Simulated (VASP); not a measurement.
These are LDA (Ceperley-Alder, Perdew-Zunger), VASP's LDA PAW potentials (set 64) (plane waves; VASP) values and carry that method's errors.

VASP input:

File POSCAR:
```
Pt
1
    0.0000000000     1.9382944803     1.9382944803
    1.9382944803     0.0000000000     1.9382944803
    1.9382944803     1.9382944803     0.0000000000
Pt
1
Direct
  0.0000000000   0.0000000000   0.0000000000
```

INCAR:
```
# general
SYSTEM =Pt
PREC   =Accurate
ENCUT  =500
LREAL  =.FALSE.
LASPH  =.TRUE.

# electronic loop
EDIFF  =1E-6
NELM   =100
ALGO   =Normal
LMAXMIX=6

# smearing
ISMEAR =1
SIGMA  =0.1

# ions
IBRION =2
NSW    =40
ISIF   =3
EDIFFG =-0.02
PSTRESS=100

# output
LWAVE  =.FALSE.
LCHARG =.FALSE.
```

### KPOINTS
```
Automatic mesh
0
Gamma
16 16 16
0 0 0
```

POTCAR, in this order: Pt (LDA.64 set). Program: vasp_std.

The resulting files:

**OSZICAR**
```
       N       E                     dE             d eps       ncg     rms          rms(c)
DAV:   1     0.340529366635E+02    0.34053E+02   -0.54319E+03  2786   0.100E+03
DAV:   2    -0.752145282791E+01   -0.41574E+02   -0.39585E+02  2752   0.184E+02
DAV:   3    -0.793317473712E+01   -0.41172E+00   -0.39806E+00  3062   0.184E+01
DAV:   4    -0.793449119654E+01   -0.13165E-02   -0.13164E-02  3075   0.111E+00
DAV:   5    -0.793449946812E+01   -0.82716E-05   -0.82717E-05  3003   0.795E-02    0.147E+01
DAV:   6    -0.755406869756E+01    0.38043E+00   -0.95737E-01  2658   0.890E+00    0.756E+00
DAV:   7    -0.750502897396E+01    0.49040E-01   -0.17174E-01  2768   0.361E+00    0.263E+00
DAV:   8    -0.750015668639E+01    0.48723E-02   -0.65814E-03  2776   0.883E-01    0.511E-01
DAV:   9    -0.750001675566E+01    0.13993E-03   -0.92415E-05  2786   0.109E-01    0.403E-02
DAV:  10    -0.750001809098E+01   -0.13353E-05   -0.23727E-06  2935   0.130E-02    0.275E-03
DAV:  11    -0.750001811519E+01   -0.24216E-07   -0.59155E-08  1397   0.265E-03
   1 F= -.65909871E+01 E0= -.65907729E+01  d E =-.659099E+01
       N       E                     dE             d eps       ncg     rms          rms(c)
DAV:   1    -0.775940405325E+01   -0.25939E+00   -0.89285E+00  2664   0.327E+01    0.570E+00
DAV:   2    -0.742198889569E+01    0.33742E+00   -0.87431E-01  2616   0.873E+00    0.174E+00
DAV:   3    -0.739427122454E+01    0.27718E-01   -0.12869E-01  2757   0.314E+00    0.679E-01
DAV:   4    -0.739514124626E+01   -0.87002E-03   -0.31716E-03  3214   0.443E-01    0.119E-01
DAV:   5    -0.739527157742E+01   -0.13033E-03   -0.10160E-04  3264   0.694E-02    0.203E-02
DAV:   6    -0.739528729379E+01   -0.15716E-04   -0.58969E-06  3144   0.154E-02    0.139E-03
DAV:   7    -0.739528729383E+01   -0.36721E-10   -0.42211E-08  1377   0.209E-03
   2 F= -.65460297E+01 E0= -.65458945E+01  d E =0.449574E-01
       N       E                     dE             d eps       ncg     rms          rms(c)
DAV:   1    -0.771938407298E+01   -0.32410E+00   -0.56027E+00  2652   0.259E+01    0.349E+00
DAV:   2    -0.750379406405E+01    0.21559E+00   -0.63389E-01  2617   0.719E+00    0.183E+00
DAV:   3    -0.748993725279E+01    0.13857E-01   -0.64789E-02  2756   0.217E+00    0.911E-01
DAV:   4    -0.749038190164E+01   -0.44465E-03   -0.18637E-03  3001   0.313E-01    0.166E-01
DAV:   5    -0.749045707237E+01   -0.75171E-04   -0.65246E-05  3343   0.557E-02    0.277E-02
DAV:   6    -0.749046717804E+01   -0.10106E-04   -0.30969E-06  2980   0.107E-02    0.226E-03
DAV:   7    -0.749046720951E+01   -0.31480E-07   -0.36941E-08  1330   0.173E-03
   3 F= -.65944300E+01 E0= -.65942337E+01  d E =-.344283E-02
```

File OUTCAR:
```
------------------------ aborting loop because EDIFF is reached ----------------------------------------
  FORCE on cell =-STRESS in cart. coord.  units (eV):
  Direction    XX          YY          ZZ          XY          YZ          ZX
  --------------------------------------------------------------------------------------
  Total        0.8849414      0.8849414      0.8849414     -0.0000000      0.0000000      0.0000000
  in kB       98.7616728     98.7616728     98.7616728     -0.0000000      0.0000000      0.0000000
  external PRESSURE =      -1.2383272 kB  Pullay stress =     100.0000000 kB
  volume of cell :       14.36
      direct lattice vectors                 reciprocal lattice vectors
     0.000000000  1.929014764  1.929014764    -0.259199675  0.259199675  0.259199675
     1.929014764 -0.000000000  1.929014764     0.259199675 -0.259199675  0.259199675
     1.929014764  1.929014764 -0.000000000     0.259199675  0.259199675 -0.259199675
 POSITION                                       TOTAL-FORCE (eV/Angst)
 -----------------------------------------------------------------------------------
      0.00000      0.00000      0.00000         0.000000      0.000000      0.000000
 -----------------------------------------------------------------------------------
    total drift:                                0.000000      0.000000     -0.000000
  FREE ENERGIE OF THE ION-ELECTRON SYSTEM (eV)
  ---------------------------------------------------
  free  energy   TOTEN  =        -7.4904672095 eV

  energy  without entropy=       -7.4898784155  energy(sigma->0) =       -7.49027094
  enthalpy is  TOTEN    =        -6.5944299525 eV   P V=        0.8960372571

 reached required accuracy - stopping structural energy minimisation
```
(Selected blocks of OUTCAR.)

CONTCAR:
```
Pt
   1.00000000000000
     0.0000000000000000    1.9290147638105144    1.9290147638105144
     1.9290147638105144   -0.0000000000000000    1.9290147638105144
     1.9290147638105144    1.9290147638105144   -0.0000000000000000
  Pt
     1
Direct
     0.0000000000000000    0.0000000000000000    0.0000000000000000
```

The compound is Pt in the fcc structure. This run relaxes it under an external pressure of 10 GPa. Symmetry was kept, so distortions that lower it aren't found.
